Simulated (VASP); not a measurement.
The system is PbO.

```
CELL_PARAMETERS angstrom
3.99000 0.00000 0.00000
0.00000 3.99000 0.00000
0.00000 0.00000 5.01000
ATOMIC_POSITIONS crystal
Pb 0.00000 0.50000 0.24000
Pb 0.50000 0.00000 0.76000
O 0.00000 0.00000 0.00000
O 0.50000 0.50000 0.00000
```

Base run:

* Program: VASP 6.6.1
* Functional: HSE06
* Potentials or basis: VASP PAW PBE potentials, release 64 (Pb_d, O)
* Cutoff: 520 eV
* k mesh: 6 × 6 × 4
* Occupations: fermi-dirac, width 0.05 eV
* Spin: no spin polarisation

Its results: band gap on the k mesh 1.83 eV, indirect (least direct gap 3.23 eV); pressure -0.7 GPa; largest force 0.590 eV/Å.

The run is repeated on the same cell with these changes: functional from HSE06 to r2SCAN; k mesh from 6 × 6 × 4 to 8 × 8 × 6. What comes out?

Band gap on the k mesh 1.46 eV, indirect (least direct gap 2.52 eV); pressure 0.2 GPa; largest force 0.289 eV/Å.

Several settings changed at once, so the effect can't be laid on one alone.

Caveats: the PAW data sets were made with another functional, which shifts forces and pressure a little; spin-orbit coupling is left out, which as a rule narrows the gap of such compounds by several tenths of an eV.

A k mesh can miss the band edges.

Not every run made on this cell is shown here.
